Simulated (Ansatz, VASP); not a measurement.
Two plane-wave programs on Ba2SO

The input POSCAR:

```
Ba2SO
1.0
    4.1079861927      0.0000000000      0.0000000000
    0.0000000000      4.1079861927      0.0000000000
    0.0000000000      0.0000000000      6.0775336431
O Ba S
1 2 1
Direct
    0.0000000000      0.0000000000      0.0000000000
    0.0000000000      0.0000000000      0.5000000000
    0.5000000000      0.5000000000      0.0000000000
    0.5000000000      0.5000000000      0.5000000000
```

INCAR.step1

```
SYSTEM = Ba2SO
PREC = Accurate
ENCUT = 520
ISMEAR = 0
SIGMA = 0.01
LREAL = .False.
LASPH = .True.
NELM = 100
NBANDS = 24
GGA = PE
ALGO = Normal
EDIFF = 1E-4
LWAVE = .True.
LCHARG = .False.
```

The input INCAR.step2:

```
SYSTEM = Ba2SO
PREC = Accurate
ENCUT = 520
EDIFF = 1E-6
ISMEAR = 0
SIGMA = 0.01
LREAL = .False.
LASPH = .True.
NELM = 100
ALGO = Normal
ISIF = 2
LWAVE = .False.
LCHARG = .False.
METAGGA = R2SCAN
LMIXTAU = .True.
NBANDS = 24
ISTART = 1
```

File KPOINTS:

```
regular mesh
0
Gamma
  6 6 4
  0 0 0
```

Input for Ansatz:

```yaml
crystal:
  lattice:
    - [4.1079861927, 0.0, 0.0]
    - [0.0, 4.1079861927, 0.0]
    - [0.0, 0.0, 6.0775336431]
  atoms:
    - { symbol: O, position: [0.0, 0.0, 0.0] }
    - { symbol: Ba, position: [0.0, 0.0, 0.5] }
    - { symbol: S, position: [0.5, 0.5, 0.5] }
    - { symbol: Ba, position: [0.5, 0.5, 0.0] }
kpoints:
  mp_grid: { grid: [6, 6, 4] }
  band_path:
    path:
      - [0.0, 0.0, 0.0]
      - [0.0, 0.5, 0.0]
      - [0.5, 0.5, 0.0]
      - [0.0, 0.0, 0.5]
      - [0.0, 0.5, 0.5]
      - [0.5, 0.5, 0.5]
    npoints: 1
hamiltonian:
  xc: r2scan
scf:
  occupations: { method: fixed }
  n_extra_bands: 5
output:
  forces: true
  stress: true
  eigenvalues: true
```

Change from the starting cell: biaxial_xy strain -4.3%.

Alike in both runs: task single point; functional r2SCAN; k mesh 6 × 6 × 4; no spin polarisation.

|  | VASP | Ansatz |
| --- | --- | --- |
| version | VASP 6.6.1 | Ansatz 0.2.0 |
| potentials or method | VASP PAW PBE potentials, release 64 (O, Ba_sv, S) | plane waves, PAW |
| plane-wave cutoff (eV) | 520 | 500 |
| occupations | gaussian, width 0.01 eV | fixed |
| valence electrons in the cell | 32 | 32 |

|  | VASP | Ansatz | Ansatz less VASP |
| --- | --- | --- | --- |
| gap on the k mesh at the Fermi level (eV) | 1.76 | 1.81 | +0.056 |
| pressure (GPa) | 7.1 | 5.9 | -1.17 |
| largest component of the traceless stress (GPa) | 4.03 | 3.62 | -0.406 |

Caveats: the PAW data sets were made with another functional, which shifts forces and pressure a little (VASP); spin-orbit coupling is left out, which moves the levels of the heavy elements. A k mesh can miss the band edges.
